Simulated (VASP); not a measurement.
Computed with r2SCAN meta-GGA, VASP's PBE PAW potentials (set 64) (plane waves; VASP).

Input for VASP

File POSCAR:
```
CoGa
1
    2.7382904734    -0.0000000000    -0.0000000000
    0.0000000000     2.7382904734    -0.0000000000
    0.0000000000    -0.0000000000     2.7382904734
Ga Co
1 1
Direct
  0.5000000000   0.5000000000   0.5000000000
  0.0000000000   0.0000000000   0.0000000000
```

File KPOINTS:
```
Automatic mesh
0
Gamma
12 12 12
0 0 0
```

**INCAR**
```
SYSTEM = CoGa
PREC = Accurate; ENCUT = 480; LREAL = .FALSE.
LASPH = .TRUE.
EDIFF = 1E-7; NELM = 100; ALGO = Normal
LMAXMIX = 4; LMIXTAU = .TRUE.
ISMEAR = 1; SIGMA = 0.1
METAGGA = R2SCAN
IBRION = 2; NSW = 40; ISIF = 3
EDIFFG = -0.01; PSTRESS = 300
LWAVE = .FALSE.; LCHARG = .FALSE.
```

POTCAR, in this order: Ga_d Co (PBE.64 set). Program: vasp_std.

The run wrote:

OUTCAR:
```
 ion  position               nearest neighbor table
   1  0.500  0.500  0.500-   2 2.37   2 2.37   2 2.37   2 2.37   2 2.37   2 2.37   2 2.37   2 2.37
  LATTYP: Found a simple cubic cell.
 ALAT       =     2.7382904734
 Subroutine PRICEL returns:
 Original cell was already a primitive cell.
 Subroutine GETGRP returns: Found 48 space group operations
The static configuration has the point symmetry O_h .
The dynamic configuration has the point symmetry O_h .
 Subroutine INISYM returns: Found 48 space group operations
 Subroutine IBZKPT returns following result:
 Found     84 irreducible k-points:

 Following reciprocal coordinates:
            Coordinates               Weight
  0.000000  0.000000  0.000000      1.000000
  0.083333  0.000000  0.000000      6.000000
  0.166667  0.000000  0.000000      6.000000
  0.250000  0.000000  0.000000      6.000000
  0.333333  0.000000  0.000000      6.000000
  0.416667  0.000000  0.000000      6.000000
  0.500000  0.000000  0.000000      3.000000
  0.083333  0.083333  0.000000     12.000000
  0.166667  0.083333  0.000000     24.000000
  0.250000  0.083333  0.000000     24.000000
  0.333333  0.083333  0.000000     24.000000
  0.416667  0.083333  0.000000     24.000000
  0.500000  0.083333  0.000000     12.000000
  0.166667  0.166667  0.000000     12.000000
  0.250000  0.166667  0.000000     24.000000
  0.333333  0.166667  0.000000     24.000000
  0.416667  0.166667  0.000000     24.000000
  0.500000  0.166667  0.000000     12.000000
  0.250000  0.250000  0.000000     12.000000
  0.333333  0.250000  0.000000     24.000000
  0.416667  0.250000  0.000000     24.000000
  0.500000  0.250000  0.000000     12.000000
  0.333333  0.333333  0.000000     12.000000
  0.416667  0.333333  0.000000     24.000000
  0.500000  0.333333  0.000000     12.000000
...
```

File OSZICAR:
```
       N       E                     dE             d eps       ncg     rms          rms(c)
DAV:   1     0.823378852493E+02    0.82338E+02   -0.10456E+04  2632   0.266E+03
DAV:   2    -0.235422601579E+02   -0.10588E+03   -0.10342E+03  2597   0.359E+02
DAV:   3    -0.281943571522E+02   -0.46521E+01   -0.46379E+01  2912   0.829E+01
DAV:   4    -0.282670931307E+02   -0.72736E-01   -0.72722E-01  3484   0.942E+00
DAV:   5    -0.282689502082E+02   -0.18571E-02   -0.18571E-02  3039   0.129E+00    0.122E+01
DAV:   6    -0.268580279178E+02    0.14109E+01   -0.28661E+01  2691   0.805E+01    0.115E+01
DAV:   7    -0.247903804906E+02    0.20676E+01   -0.94982E+00  2646   0.519E+01    0.191E+00
DAV:   8    -0.248880757794E+02   -0.97695E-01   -0.48102E-01  3391   0.831E+00    0.217E+00
DAV:   9    -0.248416812810E+02    0.46394E-01   -0.37359E-01  2705   0.937E+00    0.600E-01
DAV:  10    -0.248402124417E+02    0.14688E-02   -0.77102E-03  3183   0.109E+00    0.496E-01
DAV:  11    -0.248380352386E+02    0.21772E-02   -0.42034E-03  2989   0.920E-01    0.210E-01
DAV:  12    -0.248377219582E+02    0.31328E-03   -0.26292E-03  2886   0.780E-01    0.380E-02
DAV:  13    -0.248381167929E+02   -0.39483E-03   -0.18725E-04  2648   0.146E-01    0.235E-02
DAV:  14    -0.248381019258E+02    0.14867E-04   -0.57040E-05  2982   0.120E-01    0.720E-03
DAV:  15    -0.248381068369E+02   -0.49111E-05   -0.50718E-06  2749   0.353E-02    0.258E-03
DAV:  16    -0.248381068538E+02   -0.16919E-07   -0.34428E-07  3122   0.698E-03
   1 F= -.20993524E+02 E0= -.20993770E+02  d E =-.209935E+02
```

OUTCAR:
```
------------------------ aborting loop because EDIFF is reached ----------------------------------------
  FORCE on cell =-STRESS in cart. coord.  units (eV):
  Direction    XX          YY          ZZ          XY          YZ          ZX
  --------------------------------------------------------------------------------------
  Total        3.8337455      3.8337455      3.8337455      0.0000000      0.0000000      0.0000000
  in kB      299.1543438    299.1543438    299.1543438      0.0000000      0.0000000      0.0000000
  external PRESSURE =      -0.8456562 kB  Pullay stress =     300.0000000 kB
  volume of cell :       20.53
      direct lattice vectors                 reciprocal lattice vectors
     2.738290473  0.000000000  0.000000000     0.365191352  0.000000000  0.000000000
     0.000000000  2.738290473  0.000000000     0.000000000  0.365191352  0.000000000
     0.000000000  0.000000000  2.738290473     0.000000000  0.000000000  0.365191352
 POSITION                                       TOTAL-FORCE (eV/Angst)
 -----------------------------------------------------------------------------------
      1.36915      1.36915      1.36915         0.000000      0.000000      0.000000
      0.00000      0.00000      0.00000         0.000000      0.000000      0.000000
 -----------------------------------------------------------------------------------
    total drift:                               -0.000000      0.000000     -0.000000
  FREE ENERGIE OF THE ION-ELECTRON SYSTEM (eV)
  ---------------------------------------------------
  free  energy   TOTEN  =       -24.8381068538 eV

  energy  without entropy=      -24.8388442506  energy(sigma->0) =      -24.83835265
  enthalpy is  TOTEN    =       -20.9935240524 eV   P V=        3.8445828013

 reached required accuracy - stopping structural energy minimisation
```
(Selected blocks of OUTCAR.)

The compound is CoGa in the CsCl type structure. It was relaxed first under an external pressure of 30 GPa. The run is not spin-polarised, so no magnetic state was tried.
